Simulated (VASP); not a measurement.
A run of VASP 6.6.1 is set up as follows.

INCAR

```
  ALGO = Normal
  EDIFF = 1E-6
  ENCUT = 520
  GGA = PE
  ISIF = 2
  ISMEAR = -1
  LASPH = True
  LCHARG = False
  LREAL = False
  LWAVE = False
  NBANDS = 20
  NELM = 100
  PREC = Accurate
  SIGMA = 0.1
```

Contents of KPOINTS:

```
k-points
0
Gamma
  4 4 3
```

POSCAR

```
LiBeTe
1.0
    4.1456340000      0.0000000000      0.0000000000
    0.0000000000      4.1456340000      0.0000000000
    0.0000000000      0.0000000000      6.8769530000
Te Li Be
2 2 2
Direct
    0.0000000000      0.5000000000      0.7783000000
    0.5000000000      0.0000000000      0.2217000000
    0.0000000000      0.5000000000      0.3530000000
    0.5000000000      0.0000000000      0.6470000000
    0.0000000000      0.0000000000      0.0000000000
    0.5000000000      0.5000000000      0.0000000000
```

Potentials or basis: VASP PAW PBE potentials, release 64 (Te, Li_sv, Be).

Command:

```bash
$ cat potpaw_PBE.64/Te/POTCAR potpaw_PBE.64/Li_sv/POTCAR potpaw_PBE.64/Be/POTCAR > POTCAR
$ mpirun -np 1 vasp_std > vasp.out
```

**Question.** What does it give for the largest force?

**Answer.** 0.135 eV/Å.

**Question.** What does it give for the band gap on the k mesh?

**Answer.** None (metal or under the smearing width).

Forces on the atoms (eV/Å):
```
Te   0.000  0.000  0.135
Te   0.000  0.000 -0.135
Li   0.000  0.000 -0.074
Li   0.000  0.000  0.074
Be   0.000  0.000  0.000
Be   0.000  0.000  0.000
```

Caveat: the k mesh is coarse (spacing up to 0.38 Å⁻¹), so the values aren't converged. The run has no spin-orbit coupling, so splittings on Te are missing.
